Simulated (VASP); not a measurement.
# ZrZn (Pm-3m) in VASP: a series of runs

Runs on ZrZn. Level: LDA. Tasks: single point, relaxation of cell and atoms.

Program: VASP 6.6.1. These are calculated values, not measurements. Logs are shortened: lines on timing, memory, paths and dates and some standing lists are left out, and cuts for length are marked.

**1. Starting point**

Symmetry: Pm-3m, No. 221, cubic system. Conventional cell: a = 3.338 Å, b = 3.338 Å, c = 3.338 Å, α = 90.00°, β = 90.00°, γ = 90.00°. Around Zr (site symmetry m-3m) lie 8 Zn at 2.89 Å. Zn (site symmetry m-3m) has 8 Zr at 2.89 Å as nearest neighbours.

**2. Single point, LDA (relaxed again under DFT LDA, scalar-relativistic, plane waves, PAW)**

The input, INCAR:

```
SYSTEM = ZrZn
ALGO = Fast
EDIFF = 1E-6
ENCUT = 520
ISIF = 2
ISMEAR = 0
LASPH = .True.
LCHARG = .False.
LREAL = .False.
LWAVE = .False.
NBANDS = 19
NELM = 100
PREC = Accurate
SIGMA = 0.1
```

The input, KPOINTS:

```
k-points
0
Gamma
  12 12 12
  0 0 0
```

The input, POSCAR:

```
ZrZn
1.0
    3.2600260773      0.0000000000      0.0000000000
    0.0000000000      3.2600260773      0.0000000000
    0.0000000000      0.0000000000      3.2600260773
Zr Zn
1 1
Direct
    0.5000000000      0.5000000000      0.5000000000
    0.0000000000      0.0000000000      0.0000000000
```

Potentials or basis: VASP PAW LDA potentials, release 64 (Zr_sv, Zn).

Run with:

```bash
> cat potpaw_LDA.64/Zr_sv/POTCAR potpaw_LDA.64/Zn/POTCAR > POTCAR
> mpirun -np 1 vasp_std > vasp.out
```

OUTCAR:

```text
SYSTEM = ZrZn
   EDIFF = 1E-6
   ENCUT = 520
   ISIF = 2
   ISMEAR = 0
   LASPH = .True.
   LREAL = .False.
   NELM = 100
   PREC = Accurate

 ion  position               nearest neighbor table
   1  0.500  0.500  0.500-   2 2.82   2 2.82   2 2.82   2 2.82   2 2.82   2 2.82   2 2.82   2 2.82

   2  0.000  0.000  0.000-   1 2.82   1 2.82   1 2.82   1 2.82   1 2.82   1 2.82   1 2.82   1 2.82

  LATTYP: Found a simple cubic cell.
 ALAT       =     3.2600260773

  Lattice vectors:

 A1 = (   3.2600260773,   0.0000000000,   0.0000000000)
 A2 = (   0.0000000000,   3.2600260773,   0.0000000000)
 A3 = (   0.0000000000,   0.0000000000,   3.2600260773)

Analysis of symmetry for initial positions (statically):
=====================================================================
 Subroutine PRICEL returns:
 Original cell was already a primitive cell.

 Routine SETGRP: Setting up the symmetry group for a
 simple cubic supercell.

 Subroutine GETGRP returns: Found 48 space group operations
 (whereof 48 operations were pure point group operations)
 out of a pool of 48 trial point group operations.

The static configuration has the point symmetry O_h .

Analysis of symmetry for dynamics (positions and initial velocities):
=====================================================================
 Subroutine PRICEL returns:
 Original cell was already a primitive cell.

 Routine SETGRP: Setting up the symmetry group for a
 simple cubic supercell.

 Subroutine GETGRP returns: Found 48 space group operations
 (whereof 48 operations were pure point group operations)
 out of a pool of 48 trial point group operations.

The dynamic configuration has the point symmetry O_h .

 Subroutine INISYM returns: Found 48 space group operations
 (whereof 48 operations are pure point group operations),
 and found     1 'primitive' translations

----------------------------------------------------------------------------------------

                                     Primitive cell

  volume of cell :      34.6468

  direct lattice vectors                    reciprocal lattice vectors
     3.260026077  0.000000000  0.000000000     0.306746013  0.000000000  0.000000000
     0.000000000  3.260026077  0.000000000     0.000000000  0.306746013  0.000000000
     0.000000000  0.000000000  3.260026077     0.000000000  0.000000000  0.306746013

  length of vectors
     3.260026077  3.260026077  3.260026077     0.306746013  0.306746013  0.306746013

  position of ions in fractional coordinates (direct lattice)
     0.500000000  0.500000000  0.500000000
     0.000000000  0.000000000  0.000000000

  ion indices of the primitive-cell ions
   primitive index   ion index
                 1           1
                 2           2

----------------------------------------------------------------------------------------

 KPOINTS: k-points

Automatic generation of k-mesh.
 Grid dimensions read from file:
 generate k-points for:   12   12   12

 Generating k-lattice:

  Cartesian coordinates                     Fractional coordinates (reciprocal lattice)
     0.025562168  0.000000000  0.000000000     0.083333333  0.000000000  0.000000000
     0.000000000  0.025562168  0.000000000     0.000000000  0.083333333  0.000000000
     0.000000000  0.000000000  0.025562168     0.000000000  0.000000000  0.083333333

  Length of vectors
     0.025562168  0.025562168  0.025562168

  Shift w.r.t. Gamma in fractional coordinates (k-lattice)
     0.000000000  0.000000000  0.000000000

 Subroutine IBZKPT returns following result:
 ===========================================

 Found     84 irreducible k-points:

 Following reciprocal coordinates:
            Coordinates               Weight
  0.000000  0.000000  0.000000      1.000000
  0.083333  0.000000  0.000000      6.000000
  0.166667  0.000000  0.000000      6.000000
  0.250000  0.000000  0.000000      6.000000
  0.333333  0.000000  0.000000      6.000000
  0.416667  0.000000  0.000000      6.000000
[... 16 lines left out ...]
  0.333333  0.333333  0.000000     12.000000
  0.416667  0.333333  0.000000     24.000000
 [... further k-points ...]
   k-points           NKPTS =     84   k-points in BZ     NKDIM =     84   number of bands    NBANDS=     19
   number of dos      NEDOS =    301   number of ions     NIONS =      2
   total plane-waves  NPLWV =  13824
   dimension x,y,z NGX =    24 NGY =   24 NGZ =   24
   dimension x,y,z NGXF=    48 NGYF=   48 NGZF=   48
   ions per type =               1   1
   NGX,Y,Z   is equivalent  to a cutoff of  12.24, 12.24, 12.24 a.u.
   NGXF,Y,Z  is equivalent  to a cutoff of  24.48, 24.48, 24.48 a.u.
 SYSTEM =  ZrZn
   PREC   = accura    normal or accurate (medium, high low for compatibility)
   ISTART =      0    job   : 0-new  1-cont  2-samecut
   ICHARG =      2    charge: 1-file 2-atom 10-const
   ISPIN  =      1    spin polarized calculation?
   LNONCOLLINEAR =      F non collinear calculations
   LSORBIT =      F    spin-orbit coupling
   LASPH  =      T    aspherical Exc in radial PAW
   ENCUT  =  520.0 eV  38.22 Ry    6.18 a.u.   6.06  6.06  6.06*2*pi/ulx,y,z
   NELM   =    100;   NELMIN=  2; NELMDL= -5     # of ELM steps
   EDIFF  = 0.1E-05   stopping-criterion for ELM
   LREAL  =      F    real-space projection
   EDIFFG = 0.1E-04   stopping-criterion for IOM
   NSW    =      0    number of steps for IOM
   IBRION =     -1    ionic relax: 0-MD 1-quasi-New 2-CG
   NFREE  =      0    steps in history (QN), initial steepest desc. (CG)
   ISIF   =      2    stress and relaxation
   ISYM   =      2    0-nonsym 1-usesym 2-fastsym
   POTIM  = 0.5000    time-step for ionic-motion
   TEBEG  =    0.0;   TEEND  =   0.0 temperature during run
   PSTRESS=    0.0 pullay stress
   NELECT =      24.0000    total number of electrons
   NUPDOWN=      -1.0000    fix difference up-down
   EMIN   =  10.00;   EMAX   =-10.00  energy-range for DOS
   EFERMI =   0.00;   METHOD = LEGACY
   ISMEAR =     0;   SIGMA  =   0.10  broadening in eV -4-tet -1-fermi 0-gaus
   EFERMI_NEDOS =   21; number of points for ismear=-14 and -15
   IALGO  =     68    algorithm
   IMIX   =      4    mixing-type and parameters
     AMIX     =   0.40;   BMIX     =  1.00
     AMIX_MAG =   1.60;   BMIX_MAG =  1.00
  volume/ion in A,a.u.               =      17.32       116.90
  Fermi-wavevector in a.u.,A,eV,Ry     =   1.448519  2.737304 28.547840  2.098207
  Thomas-Fermi vector in A             =   2.566351
   LORBIT       =      0    0 simple, 1 ext, 2 COOP (PROOUT), +10 PAW based schemes
   GGA     = CA    functional components
   LHFCALC =     F    Hartree Fock is set to
   AEXX    =    0.0000 exact exchange contribution
   IVDW    =     0    specifies the selected vdW correction
   LEPSILON=     F    determine dielectric tensor
   LRPA    =     F    only Hartree local field effects (RPA)
 non-spin polarized calculation
 RMM-DIIS sequential band-by-band and
 Gauss-broadening in eV      SIGMA  =   0.10
  energy-cutoff  :      520.00
  volume of cell :       34.65
 maximum number of plane-waves:       952
   NGX = 13   NGY = 13   NGZ = 13

 number of electron      23.9999999 magnetization

 Free energy of the ion-electron system (eV)
  ---------------------------------------------------
  ext. energy  EPLUGINS =         0.00000000
  ---------------------------------------------------
  free energy    TOTEN  =       -11.79239830 eV

  energy without entropy =      -11.79077044  energy(sigma->0) =      -11.79158437

 E-fermi :   7.2870     XC(G=0): -12.0654

 val. band max:        7.1435588850   @ k =   0.5000   0.4167   0.0000
 cond. band min:       7.2915161459   @ k =   0.5000   0.3333   0.0000
 fundamental gap:      0.1479572609
 Fermi energy:         7.2869915378

 k-point     1 :       0.0000    0.0000    0.0000
  band No.  band energies     occupation
      1     -41.2044      2.00000
      2     -19.1927      2.00000
      3     -19.1927      2.00000
      4     -19.1927      2.00000
      5      -0.8957      2.00000
      6      -0.3187      2.00000
[... 11 lines left out ...]
     18      13.0044      0.00000
     19      19.5010      0.00000

 k-point     2 :       0.0833    0.0000    0.0000
  band No.  band energies     occupation
      1     -41.2016      2.00000
      2     -19.2274      2.00000
      3     -19.1899      2.00000
      4     -19.1899      2.00000
      5      -0.7689      2.00000
      6      -0.3080      2.00000
[... 11 lines left out ...]
     18      13.5615      0.00000
     19      19.9172      0.00000

 k-point     3 :       0.1667    0.0000    0.0000
  band No.  band energies     occupation
      1     -41.1940      2.00000
      2     -19.3210      2.00000
      3     -19.1822      2.00000
      4     -19.1822      2.00000
      5      -0.4100      2.00000
      6      -0.2785      2.00000
[... 11 lines left out ...]
     18      14.6388      0.00000
     19      19.1383      0.00000

 k-point     4 :       0.2500    0.0000    0.0000
  band No.  band energies     occupation
      1     -41.1835      2.00000
      2     -19.4464      2.00000
      3     -19.1716      2.00000
      4     -19.1716      2.00000
      5      -0.2379      2.00000
      6      -0.1644      2.00000
[... 11 lines left out ...]
     18      15.8581      0.00000
     19      17.9854      0.00000

 k-point     5 :       0.3333    0.0000    0.0000
  band No.  band energies     occupation
      1     -41.1730      2.00000
      2     -19.5690      2.00000
      3     -19.1610      2.00000
      4     -19.1610      2.00000
      5      -0.1969      2.00000
      6      -0.0738      2.00000
[... 11 lines left out ...]
     18      17.1465      0.00000
     19      17.1467      0.00000
[... 334 lines left out ...]
      2     -19.6184      2.00000
      3     -19.3880      2.00000
      4     -19.1301      2.00000
      5      -0.1828      2.00000
      6      -0.1597      2.00000
[... 11 lines left out ...]
     18      16.9282      0.00000
     19      17.9350      0.00000

 k-point    22 :       0.5000    0.2500    0.0000
  band No.  band energies     occupation
      1     -41.1425      2.00000
      2     -19.6490      2.00000
      3     -19.3839      2.00000
      4     -19.1271      2.00000
      5      -0.1743      2.00000
      6      -0.1729      2.00000
[... 11 lines left out ...]
     18      16.4014      0.00000
     19      18.1522      0.00000

 k-point    23 :       0.3333    0.3333    0.0000
  band No.  band energies     occupation
      1     -41.1427      2.00000
      2     -19.5232      2.00000
      3     -19.5075      2.00000
      4     -19.1268      2.00000
      5      -0.2206      2.00000
      6      -0.1792      2.00000
[... 11 lines left out ...]
     18      16.9408      0.00000
     19      17.5022      0.00000

 k-point    24 :       0.4167    0.3333    0.0000
  band No.  band energies     occupation
      1     -41.1353      2.00000
      2     -19.5988      2.00000
      3     -19.5019      2.00000
      4     -19.1184      2.00000
      5      -0.2464      2.00000
      6      -0.2036      2.00000
[... 11 lines left out ...]
     18      16.2719      0.00000
     19      17.2027      0.00000

 [... further k-points ...]

------------------------ aborting loop because EDIFF is reached ----------------------------------------

  FORCE on cell =-STRESS in cart. coord.  units (eV):
  Direction    XX          YY          ZZ          XY          YZ          ZX
  --------------------------------------------------------------------------------------
  -------------------------------------------------------------------------------------
  Total        0.0823578      0.0823578      0.0823578      0.0000000     -0.0000000      0.0000000
  in kB        3.8084817      3.8084817      3.8084817      0.0000000     -0.0000000      0.0000000
  external PRESSURE =       3.8084817 kB  Pullay stress =       0.0000000 kB

 VOLUME and BASIS-vectors are now :
 -----------------------------------------------------------------------------
  energy-cutoff  :      520.00
  volume of cell :       34.65
      direct lattice vectors                 reciprocal lattice vectors
     3.260026077  0.000000000  0.000000000     0.306746013  0.000000000  0.000000000
     0.000000000  3.260026077  0.000000000     0.000000000  0.306746013  0.000000000
     0.000000000  0.000000000  3.260026077     0.000000000  0.000000000  0.306746013

 POSITION                                       TOTAL-FORCE (eV/Angst)
 -----------------------------------------------------------------------------------
      1.63001      1.63001      1.63001         0.000000      0.000000      0.000000
      0.00000      0.00000      0.00000         0.000000      0.000000      0.000000
 -----------------------------------------------------------------------------------
    total drift:                                0.000000      0.000000     -0.000000

  FREE ENERGIE OF THE ION-ELECTRON SYSTEM (eV)
  ---------------------------------------------------
  free  energy   TOTEN  =       -11.7923982988 eV

  energy  without entropy=      -11.7907704448  energy(sigma->0) =      -11.79158437
```

Wall time 23 s (1 thread of Intel Xeon Platinum 8488C (Sapphire Rapids), shared host); peak memory 0.16 GiB.

What came out:

```
Free energy            : -11.7924 eV
Pressure               : 0.4 GPa
Band gap on the k mesh : none (metal or under the smearing width)
```

Levels at points of the mesh, in eV from the Fermi level:
```
           k point  band 8  band 9  band 10  band 11  band 12  band 13  band 14  band 15  band 16  band 17
(0.00, 0.00, 0.00)   -7.22   -7.22    -7.22    -0.99    -0.99     3.68     3.68     3.68     5.72     5.72
(0.50, 0.00, 0.00)   -7.26   -7.18    -4.30    -4.24    -0.72     0.65     0.65     3.73     5.47     9.06
(0.50, 0.50, 0.00)   -7.40   -6.97    -4.61    -0.42    -0.20    -0.20     2.16     2.16     5.16     7.43
(0.50, 0.50, 0.50)   -6.96   -6.96    -2.98    -2.98    -2.98     0.42     5.31     5.31     6.30     6.30
```

**3. Relaxation of cell and atoms, LDA**

The input, INCAR:

```
PREC = Accurate ; ENCUT = 600
EDIFF = 1E-6 ; ISMEAR = 0
SIGMA = 0.1 ; LREAL = F
LASPH = T ; NELM = 100
ALGO = Normal ; ISIF = 3
LWAVE = F ; LCHARG = F
IBRION = 2 ; NSW = 70
EDIFFG = -0.005
```

The input, KPOINTS:

```
regular mesh
0
Gamma
  12 12 12
```

The input, POSCAR:

```
ZrZn
1.0
    3.3383157706      0.0000000000      0.0000000000
    0.0000000000      3.3383157706      0.0000000000
    0.0000000000      0.0000000000      3.3383157706
Zr Zn
1 1
Direct
    0.5000000000      0.5000000000      0.5000000000
    0.0000000000      0.0000000000      0.0000000000
```

Potentials or basis: VASP PAW LDA potentials, release 64 (Zr_sv, Zn).

Run with:

```bash
> cat potpaw_LDA.64/Zr_sv/POTCAR potpaw_LDA.64/Zn/POTCAR > POTCAR
> mpirun -np 1 vasp_std > vasp.out
```

It took 65 s on 1 thread of Intel Xeon Platinum 8488C (Sapphire Rapids), shared host; peak memory 0.19 GiB.

It converged, with:

```
Free energy                            : -11.7932 eV
Relaxed volume                         : 17.38 Å³/atom
Relaxed cell                           : a = 3.264 Å, b = 3.264 Å, c = 3.264 Å, α = 90.00°, β = 90.00°, γ = 90.00°
Space group after relaxing (to 0.05 Å) : Pm-3m (No. 221)
Energy gained by relaxing              : 30.5 meV/atom
Ionic steps                            : 3
Pressure after relaxing                : 0.0 GPa
Band gap on the k mesh                 : none (metal or under the smearing width)
```

Step by step:
```csv
step,energy change (eV),largest force (eV/Å),pressure (GPa),volume (Å³)
1,0.0000,0.0000,-7.50,37.20
2,-0.0084,0.0000,8.73,32.71
3,-0.0611,0.0000,-0.04,34.77
```

Final structure:
```yaml
crystal:
  lattice:
    - [3.26387, 0.00000, 0.00000]
    - [0.00000, 3.26387, 0.00000]
    - [0.00000, 0.00000, 3.26387]
  atoms:
    - { symbol: Zr, position: [0.50000, 0.50000, 0.50000] }
    - { symbol: Zn, position: [0.00000, 0.00000, 0.00000] }
```

Levels at points of the mesh, in eV from the Fermi level:
```
           k point  band 8  band 9  band 10  band 11  band 12  band 13  band 14  band 15  band 16
(0.00, 0.00, 0.00)   -7.22   -7.22    -7.22    -0.99    -0.99     3.66     3.66     3.66     5.70
(0.50, 0.00, 0.00)   -7.26   -7.17    -4.30    -4.23    -0.72     0.65     0.65     3.72     5.45
(0.50, 0.50, 0.00)   -7.39   -6.97    -4.60    -0.42    -0.20    -0.20     2.15     2.15     5.14
(0.50, 0.50, 0.50)   -6.96   -6.96    -2.97    -2.97    -2.97     0.41     5.29     5.29     6.28
```

LDA usually gives volumes a few per cent too small. Zero-point motion and thermal expansion aren't in these numbers.
